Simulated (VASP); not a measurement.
An input for Ansatz (written as the equivalent of a VASP run, and not itself run):

Ansatz 0.2 input:
```yaml
crystal:
  lattice:
    - [2.9658424, 0.0000000, 0.0000000]
    - [0.0000000, 2.9658424, 0.0000000]
    - [0.0000000, 0.0000000, 2.9658424]
  atoms:
    - { symbol: Ti, position: [0.0000000, 0.0000000, 0.0000000] }
    - { symbol: Co, position: [0.5000000, 0.5000000, 0.5000000] }
kpoints:
  mp_grid: { grid: [12, 12, 12] }
hamiltonian:
  xc: pbe
  pseudopotentials: { kind: paw }
scf:
  occupations: { method: methfessel_paxton, width: 0.1 }
  max_iter: 100
relax:
  max_steps: 40
  f_tol: 0.02
  cell: {}
output: { forces: true, stress: true, eigenvalues: true }
```

Task: Write the VASP files for the same calculation (PBE).

Result: One answer among several that fit: 
### POSCAR
```
TiCo
1
    2.9658424470     0.0000000000     0.0000000000
    0.0000000000     2.9658424470     0.0000000000
    0.0000000000     0.0000000000     2.9658424470
Ti Co
1 1
Direct
  0.0000000000   0.0000000000   0.0000000000
  0.5000000000   0.5000000000   0.5000000000
```

KPOINTS:
```
Automatic mesh
0
gamma
 12 12 12
0 0 0
```

**INCAR**
```
SYSTEM = TiCo
PREC = Accurate; ENCUT = 500; LREAL = F
LASPH = T
EDIFF = 1E-6; NELM = 100; ALGO = Normal
LMAXMIX = 4
ISMEAR = 1; SIGMA = 0.1
GGA = PE
IBRION = 2; NSW = 40; ISIF = 3
EDIFFG = -0.02
LWAVE = F; LCHARG = F
```

POTCAR, in this order: Ti_sv Co (PBE.64 set). Program: vasp_std.

Limits of the translation: each code has its own PAW files, so the cut-off isn't converted (ENCUT is set for VASP's; basis.ecutwfc is left out, and Ansatz then takes the one that its files recommend); Ansatz stops its SCF on the density residual and VASP on the energy change (EDIFF).

The compound is TiCo in the CsCl type structure. This run relaxes it. Symmetry was kept, so distortions that lower it aren't found.
